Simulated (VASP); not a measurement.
A cell of SnTe (rock salt) near equilibrium:

```yaml
crystal:
  lattice:
    - [0.00000, 3.18407, 3.18407]
    - [3.18407, 0.00000, 3.18407]
    - [3.18407, 3.18407, 0.00000]
  atoms:
    - { symbol: Sn, position: [0.00000, 0.00000, 0.00000] }
    - { symbol: Te, position: [0.50000, 0.50000, 0.50000] }
```

Computed with r2SCAN meta-GGA, VASP's PBE PAW potentials (set 64) (plane waves; VASP).

Unless said otherwise, spin-orbit coupling is left out, though it shifts the bands of the heavy elements here.

```tsv
run	ΔE (meV/atom)	σxx	σyy	σzz	largest shear component, with its sign (GPa)	largest force (eV/Å)	gap (eV)
as it is	0.0	0.13	0.13	0.13	0.00	0.000	0.13
after one change	16.1	-0.05	-3.83	-0.05	0.00	0.000	0.14
```
Stress is in GPa, positive when the cell is compressed; gaps are those on the k-mesh, and 0.00 means metallic.

Problem. What was changed between the two runs?
(A) atom 1 (Sn) moved by -0.100 Å along z
(B) uniaxial strain of +4.0 % along y
(C) atom 1 (Sn) moved by 0.100 Å along y
(D) atom 2 (Te) moved by -0.150 Å along x

Solution. B, uniaxial strain of +4.0 % along y

The compound is SnTe in the rock salt structure, which distorts at low temperature.
